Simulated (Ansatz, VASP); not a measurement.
# Y3GaC in two plane-wave programs, part 2 of 2

One calculation is typed for both programs; each brings its own data sets. How far apart do they land? The cell is taken from a series of runs on this material, whose earlier steps may have relaxed, scaled, displaced or heated it; both programs get it as it stands.

VASP 6.6.1 and Ansatz 0.2.0.

So far: Starting point; VASP: relaxation of cell and atoms, PBEsol.

## Step 3: Ansatz: relaxation of cell and atoms, PBEsol

Level of this step: Ansatz beside VASP: Kohn-Sham DFT, plane waves, PBEsol (Ansatz).

Ansatz runs on its PAW soft_1 files.

The same cell, functional, mesh and smearing now go to Ansatz, which takes its cutoff from its data sets.

Input file input.yaml:

```yaml
crystal:
  lattice:
    - [4.806670803, 0.0, 0.0]
    - [0.0, 4.806670803, 0.0]
    - [0.0, 0.0, 4.806670803]
  atoms:
    - { symbol: "Y", position: [0.5, 0.0, 0.5] }
    - { symbol: "Y", position: [0.5, 0.5, 0.0] }
    - { symbol: "Y", position: [0.0, 0.5, 0.5] }
    - { symbol: Ga, position: [0.0, 0.0, 0.0] }
    - { symbol: C, position: [0.5, 0.5, 0.5] }
kpoints:
  mp_grid: { grid: [8, 8, 8] }
hamiltonian:
  xc: pbesol
  pseudopotentials: { kind: paw, azcp: { folder: soft_1 }, xc_functional: pbe }
scf:
  occupations: { method: methfessel_paxton, width: 0.2 }
output:
  forces: true
  stress: true
  eigenvalues: true
relax:
  adjacent_minimum: "off"
  f_tol: 0.001
  max_steps: 60
  cell: { stress_tol: 0.01 }
```

Command:

```
> ansatz run input.yaml --threads 4 --pin off --max-ram 10240MiB --backend cpu --events-out ev --progress --plain --runs-dir out
```

Numbers of over 12 decimals in the logs are rounded to 6 here.

Log:

```text
Engine: ansatz 0.2.0, x86_64-unknown-linux-gnu
Pseudopotentials: kind: paw
Pseudopotential: Y, paw, valence charge 11, recommended cutoff 420 eV (normal), soft_1/Y.paw.azcp
Pseudopotential: Ga, paw, valence charge 13, recommended cutoff 420 eV (normal), soft_1/Ga.paw.azcp
Pseudopotential: C, paw, valence charge 4, recommended cutoff 420 eV (normal), soft_1/C.paw.azcp
Functional definition: PBEsol
  exchange = pbesol_x
  correlation = pbesol_c
Crystal: 5 atoms, lattice volume = 111.054 Å³
Basis set: ecut = 420 eV, 2109 PW (Γ), exchange–correlation on 72×72×72 points (8 copies of the dense FFT grid, shifted against one another)
Bands: 30, of which v1, the nominal top of the filled ones, is band 25 counted from 1 (24 counted from 0)
Symmetry: 48 space group operations
Space group: Pm-3m (ITA 221), of the structure as read, at distance tolerance 4.8e-5 Å
k-points: 35 of 512
Non-local potential: Y, projectors of the file, l = 0: 3, l = 1: 2, l = 2: 2, l = 3: 1
Non-local potential: Ga, projectors of the file, l = 0: 2, l = 1: 2, l = 2: 3, l = 3: 1
Non-local potential: C, projectors of the file, l = 0: 2, l = 1: 2, l = 2: 1
PAW form: soft (Blöchl's): semilocal exchange-correlation on the pseudo side does not see the compensation charge
PAW frozen core: Y, regenerated for the run's functional, and the local potential with it (the file was generated under x = pbe(κ = 0.804, μ = 0.219515), c = pbe(β = 0.066725))
PAW frozen core: Ga, regenerated for the run's functional, and the local potential with it (the file was generated under x = pbe(κ = 0.804, μ = 0.219515), c = pbe(β = 0.066725))
PAW frozen core: C, regenerated for the run's functional, and the local potential with it (the file was generated under x = pbe(κ = 0.804, μ = 0.219515), c = pbe(β = 0.066725))
PAW one-centre angular grid: Y, 590 points (default); XC on 64 Gauss nodes
PAW one-centre angular grid: Ga, 590 points (default); XC on 64 Gauss nodes
PAW one-centre angular grid: C, 110 points (default); XC on 64 Gauss nodes
Initial density: superposition of atomic densities (chi_scale 0.1, normalization cell, long waves kept (reshape's long-wave potential 0.00 eV rms))
Initial wavefunctions: pseudopotential atomic-orbital guess
Functional: x = pbesol(κ = 0.804, μ = 0.123457), c = pbesol(β = 0.046)
SCF iter   1: F=—  HF=-15379.955226 eV  |F-HF|=—  |Δ(HF+E_count)|=         —  Δρ=5.96e-2  dr2=9.72e0  ethr=3.10e-3  ⟨swp⟩=4.9  Hψ=4018  notcnv=0
preconditioner: auto → Kerker (q_TF=auto, 2.389 Å⁻¹)  [metal: Δε(μ)=0.026 eV  Ē_g=14.242 eV  σ=0.200 eV  W_gap=0.11  n_scr=26 (ndim 8)  ℏωp=23.4 eV  f_vac=0.000  D(μ)=4.77/eV (n_scr^D=32)]
SCF iter   2: F=—  HF=-15378.073408 eV  |F-HF|=—  |Δ(HF+E_count)|=    1.88e0  S|Δr|=    0.00e0  Δρ=2.31e-2  dr2=1.25e0  ethr=3.10e-3  ⟨swp⟩=2.5  Hψ=1979  notcnv=0  defer=11
SCF iter   3: F=—  HF=-15377.833358 eV  |F-HF|=—  |Δ(HF+E_count)|=   2.40e-1  S|Δr|=    0.00e0  Δρ=1.31e-2  dr2=3.07e-1  ethr=2.51e-3  ⟨swp⟩=2.0  Hψ=1519  notcnv=0  defer=13
SCF iter   4: F=—  HF=-15377.775925 eV  |F-HF|=—  |Δ(HF+E_count)|=   5.74e-2  S|Δr|=    0.00e0  Δρ=6.00e-3  dr2=4.29e-2  ethr=6.13e-4  ⟨swp⟩=2.0  Hψ=1642  notcnv=0  defer=13
SCF iter   5: F=—  HF=-15377.763860 eV  |F-HF|=—  |Δ(HF+E_count)|=   1.21e-2  S|Δr|=    0.00e0  Δρ=1.77e-3  dr2=3.52e-3  ethr=8.57e-5  ⟨swp⟩=2.6  Hψ=2027  notcnv=0  defer=13
SCF iter   6: F=—  HF=-15377.762991 eV  |F-HF|=—  |Δ(HF+E_count)|=   8.69e-4  S|Δr|=    0.00e0  Δρ=3.74e-4  dr2=1.03e-4  ethr=7.03e-6  ⟨swp⟩=2.3  Hψ=1467  notcnv=0  defer=13
SCF iter   7: F=—  HF=-15377.763059 eV  |F-HF|=—  |Δ(HF+E_count)|=   6.80e-5  S|Δr|=    0.00e0  Δρ=1.20e-4  dr2=2.77e-5  ethr=2.05e-7  ⟨swp⟩=2.1  Hψ=1512  notcnv=0  defer=13
SCF iter   8: F=—  HF=-15377.763057 eV  |F-HF|=—  |Δ(HF+E_count)|=   2.21e-6  S|Δr|=    0.00e0  Δρ=3.24e-5  dr2=2.13e-6  ethr=5.55e-8  ⟨swp⟩=2.0  Hψ=1477  notcnv=0  defer=13
SCF iter   9: F=—  HF=-15377.763057 eV  |F-HF|=—  |Δ(HF+E_count)|=   2.73e-8  S|Δr|=    0.00e0  Δρ=1.20e-5  dr2=2.37e-7  ethr=4.27e-9  ⟨swp⟩=2.0  Hψ=1477  notcnv=0  defer=13
SCF iter  10: F=-15377.763057 eV  HF=-15377.763057 eV  |F-HF|=8.66e-9  |Δ(HF+E_count)|=   5.18e-8  S|Δr|=    0.00e0  Δρ=4.38e-6  dr2=1.76e-8  ethr=2.00e-10  ⟨swp⟩=7.2  Hψ=4271  notcnv=0
SCF 1 converged in 10 iterations: F = -15377.763057 eV  dr2 = 1.76e-8
  greatest PAW one-centre occupation: 0.994 electrons in one spin orbital (limit 2), on the Ga atom at site 3 (counted from 0), in its partial waves of l = 2
relax step   1: F+E_penalty+E_count = -15377.76305709 eV  Δ(F+E_penalty+E_count) = +0.000e0 eV  max|allowed force component| = 2.402e-29 eV/Å  Δτ_max = 0.0000 Å  P = -0.021 GPa  Ω = 111.054 Å³  (10 SCF iters, dr2 threshold 1.00e-7 eV, accepted)
[...]
relax step   2: F+E_penalty+E_count = -15377.76306928 eV  Δ(F+E_penalty+E_count) = -1.219e-5 eV  max|allowed force component| = 1.077e-29 eV/Å  Δτ_max = 0.0000 Å  P = +0.020 GPa  Ω = 110.999 Å³  energy of the carried Pulay correction = +1.201e-5 eV  (6 SCF iters, dr2 threshold 1.11e-9 eV, accepted)
[...]
relax step   3: F+E_penalty+E_count = -15377.76306509 eV  Δ(F+E_penalty+E_count) = +4.190e-6 eV  max|allowed force component| = 4.952e-29 eV/Å  Δτ_max = 0.0000 Å  P = +0.000 GPa  Ω = 111.026 Å³  energy of the carried Pulay correction = +6.170e-6 eV  (5 SCF iters, dr2 threshold 9.97e-10 eV, accepted)
[...]
relax step   4: F+E_penalty+E_count = -15377.76306509 eV  Δ(F+E_penalty+E_count) = -1.310e-10 eV  max|allowed force component| = 2.582e-29 eV/Å  Δτ_max = 0.0000 Å  P = -0.000 GPa  Ω = 111.026 Å³  stress off target by 1.38e-5 GPa  SCF on the basis re-selected at this cell (its energy is not comparable with the rows above)  (6 SCF iters)
basis re-selected at this cell: Δ(F+E_penalty+E_count) = -1.310e-10 eV, ΔP = -0.000 GPa vs the last step (what re-selecting the basis moved, of the pressure what is left beyond the Pulay correction that the steps carried, after the strain that the cell walked since its last selection, with what the two solves' SCF thresholds leave and, on support functions, any second-order correction that the steps lacked; it is no  [...]
SCF converged after 6 iterations
Stability not checked: this state was not tested for a lower state beside it, because cold or Methfessel-Paxton smearing, or corrected tetrahedra, fill the levels in a way that the test cannot read (fill_not_monotonic; see scf.lower_state_search)
Free energy (F): -15377.763065 eV
Harris-Foulkes:  -15377.763065 eV  (|F-HF|=3.64e-12)
Internal energy: -15377.781130 eV  (E = F + TS)
E sigma→0 (E₀):  -15377.767581 eV
Entropy (-TS):   0.018065 eV (3.613 meV/atom)
Fermi energy:    9.993224 eV
--- Per-component energies (eV) ---
  E_band       = -322.022732
  E_kinetic    = 1148.868936
  E_local      = -3150.009504  (includes V_loc(G=0)·N_el)
  E_nonlocal   = 13.681636
  E_hartree    = 1463.365847
  E_xc         = -643.485096
  E_vxc        = -731.517155  (∫ρ·V_xc dr)
  E_paw        = -10337.267548  (= ΣΔE_a)
  E_vpaw       = -529.778225  (= ΣTr[D̂ρ^β])
  E_aug_tail   = -0.000127  (compensation charges beyond the density's cutoff)
  E_ewald      = -3874.265674
  E_core_change = 1.330400  (= ΣΔE_core)
  E_smearing   = 0.018065  (= −TS)
  E_closure    = -0.000000  (closes the sum)
  Σ components = -15377.763065   (vs F -15377.763065, Δ=0.00e0)
--- Forces (eV/Å), atoms counted from 1 ---
  atom   1  Y     -0.00000000    -0.00000000    -0.00000000
  atom   2  Y     -0.00000000     0.00000000    -0.00000000
  atom   3  Y     -0.00000000    -0.00000000    -0.00000000
  atom   4  Ga    -0.00000000    -0.00000000     0.00000000
  atom   5  C     -0.00000000     0.00000000     0.00000000
  max |Σ_I F_I| component: 6.34e-29 eV/Å
--- Stress (GPa, compression-positive) ---
       -0.000014       0.000000       0.000000
        0.000000      -0.000014      -0.000000
        0.000000      -0.000000      -0.000014
  P = ⅓ Tr σ = -0.0000 GPa (-0.000 kbar)
--- Band table (eV; the first three rows and the last of 35) ---
  k-point 0: bands = [... 21 lower, 9.8528, 9.8528, 9.8528, 9.9928, 9.9928, 9.9928, 12.0045, 12.0045, ... 1 higher]
  k-point 1: bands = [... 21 lower, 9.6772, 9.7894, 9.8602, 10.0318, 10.0318, 10.0438, 11.4892, 12.1419, ... 1 higher]
  k-point 2: bands = [... 21 lower, 9.4558, 9.4558, 9.9369, 9.9369, 10.1810, 10.1899, 11.4291, 12.5521, ... 1 higher]
  k-point 34: bands = [... 21 lower, 6.5821, 9.8807, 9.8807, 9.8807, 11.6487, 11.6487, 11.6487, 12.2596, ... 1 higher]
--- Relaxed structure (3 steps of the walk, 3 accepted, 1 SCFs on fresh bases) ---
  F+E_penalty+E_count = -15377.76306509 eV   max|allowed force component| = 2.582e-29 eV/Å   (the final SCF, on the basis selected at the relaxed cell)
  cell:  # Å, volume = 111.0259 Å³
    - [4.806269, 0, 0]
    - [0, 4.806269, 0]
    - [0, 0, 4.806269]
  atoms:
    - { symbol: Y, position: [0.500000, 0, 0.500000] }
    - { symbol: Y, position: [0.500000, 0.500000, 0] }
    - { symbol: Y, position: [0, 0.500000, 0.500000] }
    - { symbol: Ga, position: [0, 0, 0] }
    - { symbol: C, position: [0.500000, 0.500000, 0.500000] }
```

## Step 4: Side by side

Known differences besides the potentials themselves: the cutoff is 420 eV in Ansatz and 600 eV in VASP; Ansatz makes its cores anew for this functional, VASP keeps those of its PBE data sets; Ansatz adds a Pulay correction to the stress that steers its cell, VASP none. Total energies have different zeros and are not compared.

The two programs side by side:

```tsv
quantity	Ansatz	VASP	difference
volume (Å³)	111.03	110.92	+0.10 %
edge a after relaxation, in the typed setting (Å)	4.806	4.805	+0.03 %
```

## Step 5: Outcome

| Item | Value |
| --- | --- |
| difference in volume (relaxation of cell and atoms, PBEsol) | 0.097 % |

**Reading.** The difference in volume is 0.097 % (relaxation of cell and atoms, PBEsol), within the 1.2 % picked in this series as the mark of a large difference, as far as the stopping tolerances let one tell. 1 further run of this series is not shown here. Such differences can come from data sets, numerical settings and the points named under the comparisons, not from the functional's error against experiment.

[Lines on the potential files, build, host, timing and source positions are cut from VASP's logs without a mark.]

[Logs are printed without paths, hosts, clocks, repeated set-up lines and the standing remarks that a program may print on its own settings, such as how far it seeks lower states.]

[Hosts, paths, dates, database ids (printed as entryN), source tags and the programs' standing remarks are cut or masked in the printed files.]
